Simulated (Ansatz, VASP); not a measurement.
# Cross-check of Nb2COF (Nb2COF MXene bilayer, AB) between VASP and Ansatz, part 2 of 2

Wanted: the spread between two codes on one cell, functional and k mesh. The structure shown is the start of the Ansatz relaxation below; VASP solves that cell, so the two are compared at the walk's first step.

VASP 6.6.1 and Ansatz 0.2.0.

So far: Starting point; Ansatz: relaxation, PBE with D3(BJ).

## Step 3: VASP: single point, PBE with D3(BJ), start cell

Level of this step: PBE with D3(BJ), zero-moment start; plane waves and PAW (F, Nb_sv, C, O) (VASP).

The same cell, functional, mesh and smearing now go to VASP, with its own data sets.

Lines of VASP's logs that name or quote its potential files are left out, and so is its time.

Contents of INCAR:

```
SYSTEM = Nb2COF
PREC = Accurate
ENCUT = 520
EDIFF = 1E-06
NELM = 200
ISMEAR = -1
SIGMA = 0.05
LREAL = .FALSE.
ALGO = Normal
GGA = PE
IVDW = 12
NBANDS = 58
ISPIN = 2
MAGMOM = 0 -0 0 -0 -0 -0 -0 0 0 0
LASPH = .TRUE.
LMAXMIX = 4
LORBIT = 11
LWAVE = .FALSE.
LCHARG = .FALSE.
ISIF = 2
LDIPOL = .TRUE.
IDIPOL = 3
DIPOL = 0.5 0.5 0.499
LVHAR = .TRUE.
GGA_COMPAT = .FALSE.
NELMDL = -8
KPAR = 2
```

Contents of POSCAR:

```
Nb2COF
1.0
    3.1505760000      0.0000000000      0.0000000000
   -1.5752880000      2.7284790000      0.0000000000
    0.0000000000      0.0000000000     54.7853850000
F Nb C O
2 4 2 2
Direct
    0.3333333333      0.6666666667      0.3915277770
    0.6666666667      0.3333333333      0.5255542514
    0.6666666667      0.3333333333      0.4086254026
    0.3333333333      0.6666666667      0.4540073233
    0.0000000000      0.0000000000      0.5426518770
    0.6666666667      0.3333333333      0.5880338160
    0.0000000000      0.0000000000      0.4313163629
    0.3333333333      0.6666666667      0.5653428373
    0.6666666667      0.3333333333      0.4744457304
    0.0000000000      0.0000000000      0.6084722230
```

Contents of KPOINTS:

```
Automatic mesh
0
Gamma
12 12 1
0 0 0
```

PAW data sets: F, Nb_sv, C and O (PBE family, release 64).

Command:

```
mpirun -np 2 vasp_std
```

Numbers of over 12 decimals in the logs are rounded to 6 here.

What it wrote:

```text
[banner, memory and clock lines left out]
running    2 mpi-ranks, on    1 nodes
 distrk:  each k-point on    1 cores,    2 groups
 distr:  one band on    1 cores,    1 groups

 POSCAR found type information on POSCAR F NbC O
 POSCAR found :  4 types and      10 ions
 LDA part: xc-table for (Slater+PW92), standard interpolation
|                                                                             |
|           W    W    AA    RRRRR   N    N  II  N    N   GGGG   !!!           |
|           W    W   A  A   R    R  NN   N  II  NN   N  G    G  !!!           |
|           W    W  A    A  R    R  N N  N  II  N N  N  G       !!!           |
|           W WW W  AAAAAA  RRRRR   N  N N  II  N  N N  G  GGG   !            |
|           WW  WW  A    A  R   R   N   NN  II  N   NN  G    G                |
|           W    W  A    A  R    R  N    N  II  N    N   GGGG   !!!           |
|                                                                             |
|     One of the lattice vectors is very long (>50 A), but AMIN is rather     |
|     large. This can spoil convergence since charge sloshing might occur     |
|     along the long lattice vector. If problems with convergence are         |
|     observed, try to decrease AMIN to a smaller value (e.g. 0.01).          |
|     Note: This warning only applies if the self-consistency cycle is        |
|     used.                                                                   |
|                                                                             |

 POSCAR, INCAR and KPOINTS ok, starting setup
 FFT: planning ... GRIDC
 FFT: planning ... GRID_SOFT
 FFT: planning ... GRID
 WAVECAR not read
 entering main loop
       N       E                     dE             d eps       ncg     rms          rms(c)
DAV:   1     0.909905465990E+03    0.90991E+03   -0.44333E+04  5464   0.126E+03
DAV:   2     0.828588874665E+01   -0.90162E+03   -0.87244E+03  5984   0.454E+02
DAV:   3    -0.970388320631E+02   -0.10532E+03   -0.10391E+03  6278   0.133E+02
DAV:   4    -0.104962957722E+03   -0.79241E+01   -0.78427E+01  7752   0.410E+01
DAV:   5    -0.105434935496E+03   -0.47198E+00   -0.46993E+00  7200   0.657E+00
DAV:   6    -0.105451971303E+03   -0.17036E-01   -0.16966E-01  7752   0.153E+00
DAV:   7    -0.105452777182E+03   -0.80588E-03   -0.80398E-03  6856   0.262E-01
DAV:   8    -0.105452851845E+03   -0.74663E-04   -0.74621E-04  7272   0.731E-02    0.268E+01
DAV:   9    -0.107301181339E+03   -0.18483E+01   -0.18260E+02  6288   0.562E+01    0.310E+01
DAV:  10    -0.437413053278E+03   -0.33011E+03   -0.29818E+03  7636   0.801E+01    0.841E+01
DAV:  11    -0.114269144930E+03    0.32314E+03   -0.78675E+02  6660   0.743E+01    0.345E+01
DAV:  12    -0.882470741445E+02    0.26022E+02   -0.43540E+02  6088   0.390E+01    0.133E+01
DAV:  13    -0.904494479353E+02   -0.22024E+01   -0.42957E+01  6304   0.211E+01    0.968E+00
DAV:  14    -0.888737832803E+02    0.15757E+01   -0.10111E+01  7296   0.117E+01    0.727E+00
[...]
DAV:  47    -0.871555003976E+02   -0.69219E-05   -0.84854E-08  3358   0.684E-04    0.388E-04
DAV:  48    -0.871555064030E+02   -0.60054E-05   -0.32786E-08  3338   0.817E-04    0.509E-04
DAV:  49    -0.871555143694E+02   -0.79664E-05   -0.35390E-08  3434   0.982E-04    0.417E-04
DAV:  50    -0.871555241519E+02   -0.97826E-05   -0.52186E-08  3434   0.794E-04    0.342E-04
DAV:  51    -0.871555304383E+02   -0.62863E-05   -0.41801E-08  3490   0.584E-04    0.241E-04
DAV:  52    -0.871555335603E+02   -0.31220E-05   -0.33940E-08  3378   0.643E-04    0.290E-04
DAV:  53    -0.871555351093E+02   -0.15490E-05   -0.18766E-08  3258   0.575E-04    0.268E-04
DAV:  54    -0.871555360656E+02   -0.95631E-06   -0.21144E-08  3336   0.362E-04
   1 F= -.89891977E+02 E0= -.89875063E+02  d E =-.338279E-01  mag=    -0.0001
```

Parts of OUTCAR (step 3):

```text
ion  position               nearest neighbor table
   1  0.333  0.667  0.392-   3 2.05   3 2.05   3 2.05
   2  0.667  0.333  0.526-   5 2.05   5 2.05   5 2.05
   3  0.667  0.333  0.409-   1 2.05   1 2.05   1 2.05   7 2.20   7 2.20   7 2.20
   4  0.333  0.667  0.454-   9 2.14   9 2.14   9 2.14   7 2.20   7 2.20   7 2.20
   5  0.000  0.000  0.543-   2 2.05   2 2.05   2 2.05   8 2.20   8 2.20   8 2.20
   6  0.667  0.333  0.588-  10 2.14  10 2.14  10 2.14   8 2.20   8 2.20   8 2.20
   7  0.000  0.000  0.431-   3 2.20   3 2.20   4 2.20   4 2.20   3 2.20   4 2.20
   8  0.333  0.667  0.565-   5 2.20   5 2.20   5 2.20   6 2.20   6 2.20   6 2.20
   9  0.667  0.333  0.474-   4 2.14   4 2.14   4 2.14
  10  0.000  0.000  0.608-   6 2.14   6 2.14   6 2.14

  LATTYP: Found a hexagonal cell.
 ALAT       =     3.1505760000
 C/A-ratio  =    17.3890060103

 Subroutine GETGRP returns: Found  6 space group operations
 (whereof  6 operations were pure point group operations)

The static configuration has the point symmetry C_3v.

 Found     19 irreducible k-points:

   k-points           NKPTS =     19   k-points in BZ     NKDIM =     19   number of bands    NBANDS=     58

   dimension x,y,z NGX =    24 NGY =   24 NGZ =  420
   dimension x,y,z NGXF=    48 NGYF=   48 NGZF=  840

   ENCUT  =  520.0 eV  38.22 Ry    6.18 a.u.   5.86  5.86101.86*2*pi/ulx,y,z

   NELECT =      86.0000    total number of electrons

 k-points in reciprocal lattice and weights: Automatic mesh
   0.00000000  0.00000000  0.00000000       0.007
   0.08333333 -0.00000000  0.00000000       0.042
   0.16666667 -0.00000000  0.00000000       0.042
   0.25000000 -0.00000000  0.00000000       0.042
   0.33333333 -0.00000000  0.00000000       0.042
   0.41666667 -0.00000000  0.00000000       0.042
   0.50000000 -0.00000000  0.00000000       0.021
   0.08333333  0.08333333  0.00000000       0.042
   0.16666667  0.08333333  0.00000000       0.083
[...]
0.33333333  0.25000000  0.00000000       0.083
   0.33333333  0.33333333  0.00000000       0.014

 dipolmoment           0.000000      0.000000      0.216128 electrons x Angstroem

 average (electrostatic) potential at core
       1 -84.6147       2 -84.1457       3 -90.3186       4 -90.5246       5 -90.4041
       6 -90.4842       7 -55.4754       8 -55.4562       9 -76.5322      10 -76.2089

 E-fermi :  -0.2340

 spin component 1
 k-point     1 :       0.0000    0.0000    0.0000
  band No.  band energies     occupation
    ...
     42      -1.4541      1.00000
     43      -1.3954      1.00000
     44      -1.3954      1.00000
     45      -0.8174      0.99999
     46      -0.6308      0.99964
     47      -0.0895      0.05264
     48       0.5085      0.00000
     49       0.5085      0.00000
     50       0.5993      0.00000
     51       0.5993      0.00000
    ...

 k-point     2 :       0.0833   -0.0000    0.0000
  band No.  band energies     occupation
    ...
     42      -1.3671      1.00000
     43      -1.1741      1.00000
     44      -1.1052      1.00000
     45      -0.6825      0.99987
     46      -0.5433      0.99795
     47      -0.0875      0.05067
     48       0.5988      0.00000
     49       0.5997      0.00000
     50       0.6240      0.00000
     51       0.6866      0.00000
    ...

 k-point     3 :       0.1667   -0.0000    0.0000
  band No.  band energies     occupation
    ...
     41      -1.7676      1.00000
     42      -1.6258      1.00000
     43      -0.6490      0.99975
     44      -0.5781      0.99898
     45      -0.2823      0.72456
     46      -0.1448      0.14388
     47       0.0834      0.00175
     48       0.6382      0.00000
     49       0.8529      0.00000
     50       0.8976      0.00000
    ...

 k-point     4 :       0.2500   -0.0000    0.0000
  band No.  band energies     occupation
    ...
     38      -3.8430      1.00000
     39      -3.7638      1.00000
     40      -3.5962      1.00000
     41      -2.1164      1.00000
     42      -1.9332      1.00000
     43      -0.0988      0.06276
     44      -0.0395      0.02004
     45       0.1927      0.00020
     46       0.3428      0.00001
     47       0.3925      0.00000
    ...

 k-point     5 :       0.3333   -0.0000    0.0000
  band No.  band energies     occupation
    ...
     38      -3.9399      1.00000
     39      -3.8808      1.00000
     40      -3.7409      1.00000
     41      -2.3762      1.00000
     42      -2.1568      1.00000
     43       0.3403      0.00001
     44       0.4827      0.00000
     45       0.5267      0.00000
     46       0.6040      0.00000
     47       0.7386      0.00000
    ...

 k-point     6 :       0.4167   -0.0000    0.0000
  band No.  band energies     occupation
    ...
     38      -4.0751      1.00000
     39      -3.7598      1.00000
     40      -3.6065      1.00000
     41      -2.5143      1.00000
     42      -2.2639      1.00000
     43       0.2825      0.00003
     44       0.5089      0.00000
     45       0.9082      0.00000
     46       1.0160      0.00000
     47       1.0452      0.00000
    ...

 Edisp (eV)   -2.73644

  Total       6.12207     6.12207     1.08929     0.00000     0.00000     0.00000
  in kB      20.82732    20.82732     3.70578     0.00000     0.00000     0.00000
  external pressure =       15.12 kB  Pullay stress =        0.00 kB

  energy-cutoff  :      520.00
  volume of cell :      470.95
      direct lattice vectors                 reciprocal lattice vectors
     3.150576000  0.000000000  0.000000000     0.317402278  0.183252281  0.000000000
    -1.575288000  2.728479000  0.000000000     0.000000000  0.366504562  0.000000000
     0.000000000  0.000000000 54.785385000     0.000000000  0.000000000  0.018253043

 POSITION                                       TOTAL-FORCE (eV/Angst)
 -----------------------------------------------------------------------------------
     -0.00000      1.81899     21.45000         0.000000      0.000000     -5.632097
      1.57529      0.90949     28.79269        -0.000000     -0.000000     -4.835565
      1.57529      0.90949     22.38670        -0.000000      0.000000      7.446810
     -0.00000      1.81899     24.87297        -0.000000      0.000000     -1.195732
      0.00000      0.00000     29.72939        -0.000000      0.000000      6.177178
      1.57529      0.90949     32.21566        -0.000000     -0.000000     -0.183614
      0.00000      0.00000     23.62983        -0.000000      0.000000     -0.419451
     -0.00000      1.81899     30.97252        -0.000000      0.000000     -0.384644
      1.57529      0.90949     25.99269         0.000000      0.000000     -0.119159
      0.00000      0.00000     33.33538         0.000000      0.000000     -0.853725
 -----------------------------------------------------------------------------------
    total drift:                               -0.000001      0.000003     -0.000381

  FREE ENERGIE OF THE ION-ELECTRON SYSTEM (eV)
  ---------------------------------------------------
  free  energy   TOTEN  =       -89.8919771773 eV

  energy  without entropy=      -89.8581493086  energy(sigma->0) =      -89.87506324

 vacuum level on the upper side and lower side of the slab         5.738         1.189

 total charge
# of ion       s       p       d       tot
------------------------------------------
    1        1.743   4.440   0.000   6.183
    2        1.744   4.434   0.000   6.178
    3        2.150   6.048   2.555  10.752
    4        2.163   6.076   2.267  10.506
    5        2.150   6.052   2.509  10.711
    6        2.164   6.078   2.243  10.484
    7        0.880   1.563   0.000   2.443
    8        0.881   1.564   0.000   2.446
    9        1.567   3.431   0.000   4.999
   10        1.573   3.406   0.000   4.979
--------------------------------------------------
tot         17.016  43.093   9.573  69.682

 magnetization (x)
# of ion       s       p       d       tot
------------------------------------------
    1       -0.000  -0.000   0.000  -0.000
    2        0.000   0.000   0.000   0.000
    3       -0.000  -0.000  -0.000  -0.000
    4       -0.000   0.000  -0.000  -0.000
    5       -0.000  -0.000   0.000   0.000
    6       -0.000  -0.000  -0.000  -0.000
    7        0.000   0.000   0.000   0.000
    8        0.000   0.000   0.000   0.000
    9        0.000   0.000   0.000   0.000
   10        0.000   0.000   0.000   0.000
--------------------------------------------------
tot         -0.000   0.000  -0.000  -0.000

[... 6 further parts left out ...]
```

## Step 4: Differences

Known differences besides the potentials themselves: Ansatz cuts the interaction across the vacuum, VASP repeats the sheet with a dipole correction; the cutoff is 420 eV in Ansatz and 520 eV in VASP. Total energies have different zeros and are not compared.

Forces (eV/Å; atoms numbered as in POSCAR):

```tsv
atom	Ansatz x, y, z	VASP x, y, z
F1	0.000, 0.000, -5.628	0.000, 0.000, -5.632
F2	0.000, 0.000, -4.841	0.000, 0.000, -4.836
Nb3	0.000, 0.000, 7.421	0.000, 0.000, 7.447
Nb4	0.000, 0.000, -1.185	0.000, 0.000, -1.196
Nb5	0.000, 0.000, 6.158	0.000, 0.000, 6.177
Nb6	0.000, 0.000, -0.170	0.000, 0.000, -0.184
C7	0.000, 0.000, -0.415	0.000, 0.000, -0.419
C8	0.000, 0.000, -0.381	0.000, 0.000, -0.385
O9	0.000, 0.000, -0.109	0.000, 0.000, -0.119
O10	0.000, 0.000, -0.849	0.000, 0.000, -0.854
```

The forces differ by 7.2 meV/Å r.m.s., which is 0.3 % of the r.m.s. force of 2.245 eV/Å (both taken over all components). Moments aren't recorded for both runs of this pair, so they may hold unlike magnetic states. With vacuum in the cell, a pressure given here is an average over mostly empty space and none of the material.

## Step 5: Results

```json
{
  "r.m.s. force difference (single point, PBE with D3(BJ), start cell)": "0.32 % of the r.m.s. force"
}
```

**Reading.** The r.m.s. force difference is 0.32 % of the r.m.s. force (single point, PBE with D3(BJ), start cell), within the 3 % picked in this series as the mark of a large difference. Such differences can come from data sets, numerical settings and the points named under the comparisons, not from the functional's error against experiment.

[Lines on the potential files, build, host, timing and source positions are cut from VASP's logs without a mark.]

[Logs are printed without paths, hosts, clocks, repeated set-up lines and the standing remarks that a program may print on its own settings, such as how far it seeks lower states.]

[Hosts, paths, dates, database ids (printed as entryN), source tags and the programs' standing remarks are cut or masked in the printed files.]
